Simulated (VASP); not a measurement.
# Li3In (I4mm) in VASP: single point with LDA

Aim: the single point of Li3In with LDA.

Program: VASP 6.6.1. These are calculated values, not measurements. Logs are shortened: lines on timing, memory, paths and dates and some standing lists are left out, and cuts for length are marked.

## 1. The structure

Symmetry: Fm-3m, No. 225, cubic system. Conventional cell: a = 6.587 Å, b = 6.587 Å, c = 6.587 Å, α = 90.00°, β = 90.00°, γ = 90.00°. Around Li (site symmetry -43m) lie 4 Li at 2.85 Å and 4 In at 2.85 Å. Li (site symmetry m-3m) has 8 Li at 2.85 Å as nearest neighbours. Around In (site symmetry m-3m) lie 8 Li at 2.85 Å.

The cell comes from a database or a generator and needn't be the stable form of this composition.

## 2. Single point, LDA

File INCAR:

```
SYSTEM = Li3In
PREC = Accurate
ENCUT = 520
EDIFF = 1E-7
ISMEAR = 1
SIGMA = 0.1
LREAL = .False.
LASPH = .True.
NELM = 100
ALGO = Normal
ISIF = 2
LWAVE = .False.
LCHARG = .True.
GGA = CA
LELF = .True.
LVHAR = .True.
NBANDS = 19
```

File KPOINTS:

```
regular mesh
0
Gamma
  4 4 4
  0 0 0
```

File POSCAR:

```
Li3In
1.0
    0.0000000000      3.2934690000      3.2934690000
    3.2934690000      0.0000000000      3.2934690000
    3.2934690000      3.2934690000      0.0000000000
Li In
3 1
Direct
    0.2511644010      0.2511644010      0.2488355990
    0.7510656233      0.7510656233      0.7489343767
    0.5011307317      0.5011307317      0.4988692683
    0.0011932440      0.0011932440     -0.0011932440
```

Potentials or basis: VASP PAW LDA potentials, release 64 (Li_sv, In_d).

On the command line:

```sh
> cat potpaw_LDA.64/Li_sv/POTCAR potpaw_LDA.64/In_d/POTCAR > POTCAR
> mpirun -np 1 vasp_std > vasp.out
```

OUTCAR:

```text
SYSTEM = Li3In
   PREC = Accurate
   ENCUT = 520
   EDIFF = 1E-7
   ISMEAR = 1
   LREAL = .False.
   LASPH = .True.
   NELM = 100
   ISIF = 2
   GGA = CA

 ion  position               nearest neighbor table
   1  0.251  0.251  0.249-   4 2.85   4 2.85   4 2.85   4 2.85
   2  0.751  0.751  0.749-   4 2.85   4 2.85   4 2.85   4 2.85
   3  0.501  0.501  0.499-   4 3.29   4 3.29   4 3.29   4 3.29   4 3.29   4 3.29
   4  0.001  0.001  0.999-   2 2.85   2 2.85   1 2.85   1 2.85   1 2.85   1 2.85   2 2.85   2 2.85
                             3 3.29   3 3.29   3 3.29   3 3.29   3 3.29   3 3.29

  LATTYP: Found a face centered cubic cell.
 ALAT       =     6.5869380000

  Lattice vectors:

 A1 = (   0.0000000000,   3.2934690000,   3.2934690000)
 A2 = (   3.2934690000,   0.0000000000,   3.2934690000)
 A3 = (   3.2934690000,   3.2934690000,   0.0000000000)

Analysis of symmetry for initial positions (statically):
=====================================================================
 Subroutine PRICEL returns:
 Original cell was already a primitive cell.

 Routine SETGRP: Setting up the symmetry group for a
 face centered cubic supercell.

 Subroutine GETGRP returns: Found  4 space group operations
 (whereof  4 operations were pure point group operations)
 out of a pool of 48 trial point group operations.

The static configuration has the point symmetry C_2v.

Analysis of symmetry for dynamics (positions and initial velocities):
=====================================================================
 Subroutine PRICEL returns:
 Original cell was already a primitive cell.

 Routine SETGRP: Setting up the symmetry group for a
 face centered cubic supercell.

 Subroutine GETGRP returns: Found  4 space group operations
 (whereof  4 operations were pure point group operations)
 out of a pool of 48 trial point group operations.

The dynamic configuration has the point symmetry C_2v.

 Subroutine INISYM returns: Found  4 space group operations
 (whereof  4 operations are pure point group operations),
 and found     1 'primitive' translations

----------------------------------------------------------------------------------------

                                     Primitive cell

  volume of cell :      71.4481

  direct lattice vectors                    reciprocal lattice vectors
     0.000000000  3.293469000  3.293469000    -0.151815608  0.151815608  0.151815608
     3.293469000  0.000000000  3.293469000     0.151815608 -0.151815608  0.151815608
[... 85 lines left out ...]
   NSW    =      0    number of steps for IOM
   IBRION =     -1    ionic relax: 0-MD 1-quasi-New 2-CG
   NFREE  =      0    steps in history (QN), initial steepest desc. (CG)
   ISIF   =      2    stress and relaxation
   ISYM   =      2    0-nonsym 1-usesym 2-fastsym
   POTIM  = 0.5000    time-step for ionic-motion
   TEBEG  =    0.0;   TEEND  =   0.0 temperature during run
   PSTRESS=    0.0 pullay stress
   NELECT =      22.0000    total number of electrons
   NUPDOWN=      -1.0000    fix difference up-down
   EMIN   =  10.00;   EMAX   =-10.00  energy-range for DOS
   EFERMI =   0.00;   METHOD = LEGACY
   ISMEAR =     1;   SIGMA  =   0.10  broadening in eV -4-tet -1-fermi 0-gaus
   EFERMI_NEDOS =   21; number of points for ismear=-14 and -15
   IALGO  =     38    algorithm
   IMIX   =      4    mixing-type and parameters
     AMIX     =   0.40;   BMIX     =  1.00
     AMIX_MAG =   1.60;   BMIX_MAG =  1.00
  volume/ion in A,a.u.               =      17.86       120.54
  Fermi-wavevector in a.u.,A,eV,Ry     =   1.105483  2.089060 16.627586  1.222093
  Thomas-Fermi vector in A             =   2.241971
   LORBIT       =      0    0 simple, 1 ext, 2 COOP (PROOUT), +10 PAW based schemes
   GGA     = CA    functional components
   LHFCALC =     F    Hartree Fock is set to
   AEXX    =    0.0000 exact exchange contribution
   IVDW    =     0    specifies the selected vdW correction
   LEPSILON=     F    determine dielectric tensor
   LRPA    =     F    only Hartree local field effects (RPA)
 non-spin polarized calculation
 Methfessel and Paxton  Order N= 1 SIGMA  =   0.10
  energy-cutoff  :      520.00
  volume of cell :       71.45
 maximum number of plane-waves:      1928
 NGX is ok and might be reduce to    36
   NGX = 17   NGY = 17   NGZ = 17

 number of electron      22.0000012 magnetization

 Free energy of the ion-electron system (eV)
  ---------------------------------------------------
  ext. energy  EPLUGINS =         0.00000000
  ---------------------------------------------------
  free energy    TOTEN  =       -10.52281691 eV

  energy without entropy =      -10.51468871  energy(sigma->0) =      -10.52010751

 E-fermi :   3.2301     XC(G=0):  -8.8555

 val. band max:        3.2044009250   @ k =   0.5000   0.2500   0.0000
 cond. band min:       3.4501979414   @ k =   0.2500   0.2500   0.0000
 fundamental gap:      0.2457970163
 Fermi energy:         3.2301147050

 k-point     1 :       0.0000    0.0000    0.0000
  band No.  band energies     occupation
      1     -42.0260      2.00000
      2     -41.6394      2.00000
      3     -41.6310      2.00000
      4     -10.7417      2.00000
      5     -10.7417      2.00000
      6     -10.7417      2.00000
[... 373 lines left out ...]
      6     -10.7134      2.00000
[... 11 lines left out ...]
     18      12.7836      0.00000
     19      12.9888      0.00000

------------------------ aborting loop because EDIFF is reached ----------------------------------------

  FORCE on cell =-STRESS in cart. coord.  units (eV):
  Direction    XX          YY          ZZ          XY          YZ          ZX
  --------------------------------------------------------------------------------------
  -------------------------------------------------------------------------------------
  Total       -0.8278703     -0.8278703     -0.8280606     -0.0010809      0.0000000      0.0000000
  in kB      -18.5644528    -18.5644528    -18.5687192     -0.0242383      0.0000000      0.0000000
  external PRESSURE =     -18.5658749 kB  Pullay stress =       0.0000000 kB

 VOLUME and BASIS-vectors are now :
 -----------------------------------------------------------------------------
  energy-cutoff  :      520.00
  volume of cell :       71.45
      direct lattice vectors                 reciprocal lattice vectors
     0.000000000  3.293469000  3.293469000    -0.151815608  0.151815608  0.151815608
     3.293469000  0.000000000  3.293469000     0.151815608 -0.151815608  0.151815608
     3.293469000  3.293469000  0.000000000     0.151815608  0.151815608 -0.151815608

 POSITION                                       TOTAL-FORCE (eV/Angst)
 -----------------------------------------------------------------------------------
      1.64673      1.64673      1.65440         0.000000      0.000000      0.000121
      4.94020      4.94020      4.94722         0.000000      0.000000      0.001696
      3.29347      3.29347      3.30092        -0.000000     -0.000000      0.000046
      3.29347      3.29347      0.00786         0.000000      0.000000     -0.001864
 -----------------------------------------------------------------------------------
    total drift:                                0.000000      0.000000     -0.000143

  FREE ENERGIE OF THE ION-ELECTRON SYSTEM (eV)
  ---------------------------------------------------
  free  energy   TOTEN  =       -10.5228169060 eV

  energy  without entropy=      -10.5146887088  energy(sigma->0) =      -10.52010751
```

Wall time 21 s (1 thread of Intel Xeon Platinum 8488C (Sapphire Rapids), shared host); peak memory 0.17 GiB.

What came out:

```
Free energy            : -10.5228 eV
Band gap on the k mesh : none (metal or under the smearing width)
```

Caveat: the k mesh is coarse (spacing up to 0.41 Å⁻¹), so the values aren't converged; the cutoff is under 1.25 times the usual one of these potentials, so pressure, stress and relaxed cells hold a basis-set (Pulay) error.
